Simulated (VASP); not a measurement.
An input for Quantum ESPRESSO's pw.x (written as the equivalent of a VASP run, and not itself run):

```
&CONTROL
  calculation = 'vc-relax'
  pseudo_dir = './pseudo'
  outdir = './out'
  tprnfor = .true.
  tstress = .true.
  nstep = 60
  forc_conv_thr = 0.00039
/
&SYSTEM
  ibrav = 0
  nat = 2
  ntyp = 2
  ecutwfc = 76
  occupations = 'smearing'
  smearing = 'methfessel-paxton'
  degauss = 0.00735
  input_dft = 'pbesol'
/
&ELECTRONS
  conv_thr = 7.3e-08
  electron_maxstep = 100
/
&IONS
/
&CELL
/
ATOMIC_SPECIES
  B 10.810 B.upf
  Bi 208.980 Bi.upf
CELL_PARAMETERS angstrom
     0.0000000    2.6038245    2.6038245
     2.6038245    0.0000000    2.6038245
     2.6038245    2.6038245   -0.0000000
ATOMIC_POSITIONS crystal
  B    0.0000000  0.0000000  0.0000000
  Bi   0.5000000  0.5000000  0.5000000
K_POINTS automatic
  11 11 11 0 0 0
```

### Question
Translate this input to VASP (INCAR, KPOINTS, POSCAR, choice of POTCAR).

### Answer
One answer among several that fit: 
File KPOINTS:
```
Automatic
0
G
11 11 11
```

INCAR:
```
! general
SYSTEM  = BBi
PREC    = Accurate
ENCUT   = 520   ! plane-wave cut-off (eV)
LREAL   = F
LASPH   = T   ! aspherical one-centre terms

! electronic loop
EDIFF   = 1E-6   ! SCF stop (eV)
NELM    = 100   ! most electronic steps
ALGO    = Normal   ! blocked Davidson
LMAXMIX = 4   ! l cut-off of mixed one-centre charges

! smearing
ISMEAR  = 1   ! Methfessel-Paxton
SIGMA   = 0.1   ! width (eV)

! functional
GGA     = PS   ! PBEsol

! ions
IBRION  = 2
NSW     = 60
ISIF    = 3   ! ions, shape and volume
EDIFFG  = -0.01   ! ionic stop

! output
LWAVE   = F
LCHARG  = F
```

File POSCAR:
```
BBi
1.0
  0.0000000000   2.6038244948   2.6038244948
  2.6038244948   0.0000000000   2.6038244948
  2.6038244948   2.6038244948   0.0000000000
B Bi
1 1
Cart
  0.0000000000   0.0000000000   0.0000000000
  2.6038244948   2.6038244948   2.6038244948
```

POTCAR, in this order: B Bi_d (PBE.64 set). Program: vasp_std.

What does not carry over: the potentials are each code's own (VASP's PAW set, PseudoDojo norm-conserving files in pw.x), so ENCUT and ecutwfc are chosen apart and not converted; conv_thr bounds pw.x's estimated SCF error, while EDIFF bounds the energy change between steps; forc_conv_thr acts on force components and is met together with etot_conv_thr.

The structure was generated: BBi was put into the rock salt type (Fm-3m), which need not be its known phase. It was relaxed first, which changed the volume by +12 %. The start is the result of an earlier pass.
